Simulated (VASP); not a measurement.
Here is the system:

```yaml
crystal:
  lattice:
    - [0.00000, 2.53204, 2.53204]
    - [2.53204, 0.00000, 2.53204]
    - [2.53204, 2.53204, 0.00000]
  atoms:
    - { symbol: Hf, position: [0.00000, 0.00000, 0.00000] }
    - { symbol: O, position: [0.25000, 0.25000, 0.25000] }
    - { symbol: O, position: [0.75000, 0.75000, 0.75000] }
```

The numbers are results of optB88-vdW, VASP's PBE PAW potentials (set 64) (plane waves; VASP), not measurements. Run with 520 eV cut-off, Gaussian smearing of 0.050 eV, potentials Hf_pv O.

Unless said otherwise, spin-orbit coupling is left out, though it shifts the bands of the heavy elements here.

**Question.** Give the energies of bands 6 to 14 at the high-symmetry points, in eV from the valence-band maximum.

**Answer.** 
| band | Γ | X | U | L | W |
|---|---|---|---|---|---|
| 6 | -5.31 | -6.45 | -5.79 | -4.29 | -5.26 |
| 7 | -5.31 | -3.43 | -3.99 | -4.29 | -5.04 |
| 8 | -5.31 | -3.43 | -3.32 | -3.01 | -2.54 |
| 9 | -0.61 | -1.52 | -2.23 | -2.71 | -2.54 |
| 10 | -0.61 | -1.52 | -1.30 | -1.81 | -1.38 |
| 11 | -0.61 | 0.00 | -0.34 | -1.81 | -0.21 |
| 12 | 3.90 | 3.81 | 4.33 | 4.60 | 4.83 |
| 13 | 3.90 | 5.49 | 5.42 | 4.60 | 5.15 |
| 14 | 5.94 | 6.71 | 6.98 | 7.04 | 7.14 |

The gap is direct, 3.81 eV, from the valence maximum at X to the conduction minimum at X.

The compound is HfO2 in the fluorite structure, the high-temperature cubic form, which is unstable at 0 K; the monoclinic form is the stable one. It was relaxed first.
